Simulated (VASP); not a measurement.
An input for Ansatz (written as the equivalent of a VASP run, and not itself run):

Ansatz 0.2 input:
```yaml
crystal:
  lattice:
    - [1.6475000, 0.9511850, 8.6900000]
    - [-1.6475000, 0.9511850, 8.6900000]
    - [0.0000000, -1.9023690, 8.6900000]
  atoms:
    - { symbol: In, position: [0.0000000, 0.0000000, 0.0000000] }
    - { symbol: Ga, position: [0.7829000, 0.7829000, 0.7829000] }
    - { symbol: Zn, position: [0.2171000, 0.2171000, 0.2171000] }
    - { symbol: O, position: [0.8718000, 0.8718000, 0.8718000] }
    - { symbol: O, position: [0.1282000, 0.1282000, 0.1282000] }
    - { symbol: O, position: [0.7072000, 0.7072000, 0.7072000] }
    - { symbol: O, position: [0.2928000, 0.2928000, 0.2928000] }
kpoints:
  mp_grid: { grid: [8, 8, 8] }
hamiltonian:
  xc: pbe
  pseudopotentials: { kind: paw }
scf:
  occupations: { method: fermi_dirac, width: 0.1 }
  max_iter: 100
output: { forces: true, stress: true, eigenvalues: true }
```

Q: Write the VASP files for the same calculation (PBE).

A: One answer among several that fit: 
**KPOINTS**
```
Automatic mesh
0
Gamma
8 8 8
0 0 0
```

**POSCAR**
```
ZnInGaO4
1
    1.6475000000     0.9511850000     8.6900000000
   -1.6475000000     0.9511850000     8.6900000000
    0.0000000000    -1.9023690000     8.6900000000
In Ga Zn O
1 1 1 4
Direct
  0.0000000000   0.0000000000   0.0000000000
  0.7829000000   0.7829000000   0.7829000000
  0.2171000000   0.2171000000   0.2171000000
  0.8718000000   0.8718000000   0.8718000000
  0.1282000000   0.1282000000   0.1282000000
  0.7072000000   0.7072000000   0.7072000000
  0.2928000000   0.2928000000   0.2928000000
```

**INCAR**
```
SYSTEM  =  ZnInGaO4
PREC  =  Accurate; ENCUT  =  400; LREAL  =  .FALSE.
LASPH  =  .TRUE.
EDIFF  =  1E-6; NELM  =  100; ALGO  =  Normal
LMAXMIX  =  4
ISMEAR  =  -1; SIGMA  =  0.1
GGA  =  PE
ISIF  =  2
LWAVE  =  .FALSE.; LCHARG  =  .FALSE.
```

POTCAR, in this order: In_d Ga_d Zn O (PBE.64 set). Program: vasp_std.

The two are equivalent in intent, not identical: each code has its own PAW files, so the cut-off isn't converted (ENCUT is set for VASP's; basis.ecutwfc is left out, and Ansatz then takes the one that its files recommend); Ansatz stops its SCF on the density residual and VASP on the energy change (EDIFF).

The structure was generated: ZnInGaO4 was put into an ordered model structure, which need not be its known phase. The cell was not relaxed at this level.
